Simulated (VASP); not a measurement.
These are r2SCAN meta-GGA, VASP's PBE PAW potentials (set 64) (plane waves; VASP) values and carry that method's errors.

Input for VASP

INCAR:
```
ALGO  =  Normal
EDIFF  =  1E-7
ENCUT  =  520
ISIF  =  2
ISMEAR  =  0
LASPH  =  T
LCHARG  =  F
LMAXMIX  =  6
LMIXTAU  =  T
LREAL  =  F
LWAVE  =  F
METAGGA  =  R2SCAN
NELM  =  100
PREC  =  Accurate
SIGMA  =  0.05
SYSTEM  =  KTaO3
```

### KPOINTS
```
Automatic
0
G
 6 6 6
```

POSCAR:
```
KTaO3
1
    3.9143828618     0.0000000000     0.0000000000
    0.0000000000     3.9143828618     0.0000000000
    0.0000000000     0.0000000000     3.9143828618
K Ta O
1 1 3
Direct
  0.0000000000   0.0000000000   0.0000000000
  0.5000000000   0.5000000000   0.5000000000
  0.5000000000   0.0000000000   0.5000000000
  0.0000000000   0.5000000000   0.5000000000
  0.5000000000   0.5000000000   0.0000000000
```

POTCAR, in this order: K_sv Ta_pv O (PBE.64 set). Program: vasp_std.

The run wrote:

File OUTCAR:
```
 ion  position               nearest neighbor table
   1  0.000  0.000  0.000-   3 2.77   4 2.77   5 2.77   3 2.77   4 2.77   4 2.77   5 2.77   4 2.77
                             3 2.77   5 2.77   3 2.77   5 2.77   2 3.39   2 3.39   2 3.39   2 3.39
   2  0.500  0.500  0.500-   3 1.96   4 1.96   5 1.96   5 1.96   3 1.96   4 1.96   1 3.39   1 3.39
                             1 3.39   1 3.39   1 3.39   1 3.39   1 3.39   1 3.39
   3  0.500  0.000  0.500-   2 1.96   2 1.96   1 2.77   1 2.77   1 2.77   1 2.77
   4  0.000  0.500  0.500-   2 1.96   2 1.96   1 2.77   1 2.77   1 2.77   1 2.77
   5  0.500  0.500  0.000-   2 1.96   2 1.96   1 2.77   1 2.77   1 2.77   1 2.77
  LATTYP: Found a simple cubic cell.
 ALAT       =     3.9143828618
 Subroutine PRICEL returns:
 Original cell was already a primitive cell.
 Subroutine GETGRP returns: Found 48 space group operations
The static configuration has the point symmetry O_h .
The dynamic configuration has the point symmetry O_h .
 Subroutine INISYM returns: Found 48 space group operations
 Subroutine IBZKPT returns following result:
 Found     20 irreducible k-points:

 Following reciprocal coordinates:
            Coordinates               Weight
  0.000000  0.000000  0.000000      1.000000
  0.166667  0.000000  0.000000      6.000000
  0.333333  0.000000  0.000000      6.000000
  0.500000  0.000000  0.000000      3.000000
...
```

OSZICAR:
```
       N       E                     dE             d eps       ncg     rms          rms(c)
DAV:   1     0.294295346037E+03    0.29430E+03   -0.22468E+04   920   0.175E+03
DAV:   2    -0.877936767387E+02   -0.38209E+03   -0.37277E+03  1109   0.474E+02
DAV:   3    -0.106138614440E+03   -0.18345E+02   -0.18302E+02  1166   0.103E+02
DAV:   4    -0.106669538531E+03   -0.53092E+00   -0.53063E+00  1652   0.148E+01
DAV:   5    -0.106673476718E+03   -0.39382E-02   -0.39381E-02  1173   0.116E+00    0.413E+01
DAV:   6    -0.876518817298E+02    0.19022E+02   -0.27269E+01  1184   0.455E+01    0.163E+01
DAV:   7    -0.867873923636E+02    0.86449E+00   -0.20466E+00  1410   0.130E+01    0.799E+00
DAV:   8    -0.907060946635E+02   -0.39187E+01   -0.11525E+00  1285   0.110E+01    0.107E+00
DAV:   9    -0.866934794673E+02    0.40126E+01   -0.69368E-01  1308   0.784E+00    0.533E-01
DAV:  10    -0.869253520365E+02   -0.23187E+00   -0.68205E-02  1265   0.230E+00    0.322E-01
DAV:  11    -0.869218534396E+02    0.34986E-02   -0.82793E-04  1231   0.251E-01    0.280E-01
DAV:  12    -0.869848016371E+02   -0.62948E-01   -0.22393E-02  1032   0.171E+00    0.868E-02
DAV:  13    -0.869895393082E+02   -0.47377E-02   -0.24544E-03  1350   0.439E-01    0.471E-02
DAV:  14    -0.869894553320E+02    0.83976E-04   -0.11681E-04  1302   0.869E-02    0.540E-02
DAV:  15    -0.869892360885E+02    0.21924E-03   -0.42282E-05  1187   0.626E-02    0.421E-02
DAV:  16    -0.869898952125E+02   -0.65912E-03   -0.24028E-04  1408   0.163E-01    0.230E-02
DAV:  17    -0.869899374528E+02   -0.42240E-04   -0.11535E-04  1168   0.120E-01    0.171E-02
DAV:  18    -0.869899715911E+02   -0.34138E-04   -0.68625E-06  1174   0.277E-02    0.127E-02
DAV:  19    -0.869899779004E+02   -0.63092E-05   -0.23206E-06  1394   0.148E-02    0.670E-03
DAV:  20    -0.869899908647E+02   -0.12964E-04   -0.65684E-06  1088   0.300E-02    0.385E-03
DAV:  21    -0.869899906315E+02    0.23315E-06   -0.30566E-07   995   0.642E-03    0.130E-03
DAV:  22    -0.869899905591E+02    0.72453E-07   -0.44585E-08   761   0.234E-03
   1 F= -.86989991E+02 E0= -.86989991E+02  d E =-.878094E-15
```

### OUTCAR
```
------------------------ aborting loop because EDIFF is reached ----------------------------------------
  FORCE on cell =-STRESS in cart. coord.  units (eV):
  Direction    XX          YY          ZZ          XY          YZ          ZX
  --------------------------------------------------------------------------------------
  Total        5.5757712      5.5757712      5.5757712     -0.0000000     -0.0000000      0.0000000
  in kB      148.9448963    148.9448963    148.9448963     -0.0000000     -0.0000000      0.0000000
  external PRESSURE =     148.9448963 kB  Pullay stress =       0.0000000 kB
  volume of cell :       59.98
      direct lattice vectors                 reciprocal lattice vectors
     3.914382862  0.000000000  0.000000000     0.255468112  0.000000000  0.000000000
     0.000000000  3.914382862  0.000000000     0.000000000  0.255468112  0.000000000
     0.000000000  0.000000000  3.914382862     0.000000000  0.000000000  0.255468112
 POSITION                                       TOTAL-FORCE (eV/Angst)
 -----------------------------------------------------------------------------------
      0.00000      0.00000      0.00000         0.000000      0.000000      0.000000
      1.95719      1.95719      1.95719         0.000000      0.000000      0.000000
      1.95719      0.00000      1.95719         0.000000      0.000000      0.000000
      0.00000      1.95719      1.95719         0.000000      0.000000      0.000000
      1.95719      1.95719      0.00000         0.000000      0.000000      0.000000
 -----------------------------------------------------------------------------------
    total drift:                                0.000000      0.000000     -0.000000
  FREE ENERGIE OF THE ION-ELECTRON SYSTEM (eV)
  ---------------------------------------------------
  free  energy   TOTEN  =       -86.9899905591 eV

  energy  without entropy=      -86.9899905591  energy(sigma->0) =      -86.98999056
```
(Selected blocks of OUTCAR.)

### OUTCAR
```
 val. band max:        1.8132833299   @ k =   0.5000   0.5000   0.5000

 cond. band min:       4.5502673167   @ k =   0.0000   0.0000   0.0000


 Fermi energy:         2.0730437332

 k-point     1 :       0.0000    0.0000    0.0000
  band No.  band energies     occupation
      1     -33.1939      2.00000
      2     -33.1939      2.00000
      3     -33.1939      2.00000
      4     -26.5990      2.00000
      5     -16.9450      2.00000
      6     -16.2699      2.00000
      7     -16.2699      2.00000
      8      -9.3995      2.00000
      9      -9.3995      2.00000
     10      -9.3995      2.00000
     11      -0.6635      2.00000
     12      -0.6635      2.00000
     13      -0.6635      2.00000
     14       0.6254      2.00000
     15       0.6254      2.00000
     16       0.6254      2.00000
     17       1.1901      2.00000
     18       1.1901      2.00000
     19       1.1901      2.00000
     20       4.5503      0.00000
     21       4.5503      0.00000
     22       4.5503      0.00000
     23       9.7105      0.00000

 k-point     2 :       0.1667    0.0000    0.0000
  band No.  band energies     occupation
      1     -33.2278      2.00000
      2     -33.1927      2.00000
      3     -33.1927      2.00000
      4     -26.5894      2.00000
      5     -16.8755      2.00000
      6     -16.2640      2.00000
      7     -16.0734      2.00000
      8      -9.3879      2.00000
      9      -9.3879      2.00000
     10      -9.3563      2.00000
     11      -1.3822      2.00000
     12      -0.7089      2.00000
     13      -0.7089      2.00000
     14       0.2361      2.00000
     15       0.2361      2.00000
     16       0.4460      2.00000
     17       0.4911      2.00000
     18       1.0681      2.00000
     19       1.0681      2.00000
     20       4.5938      0.00000
     21       5.3923      0.00000
     22       5.3923      0.00000
     23       9.8014      0.00000

 k-point     3 :       0.3333    0.0000    0.0000
...
```

Unless said otherwise, spin-orbit coupling is left out, though it shifts the bands of the heavy elements here.

The compound is KTaO3 in the cubic perovskite structure. This cell is one point of a volume scan, at 0.94 of the reference volume.
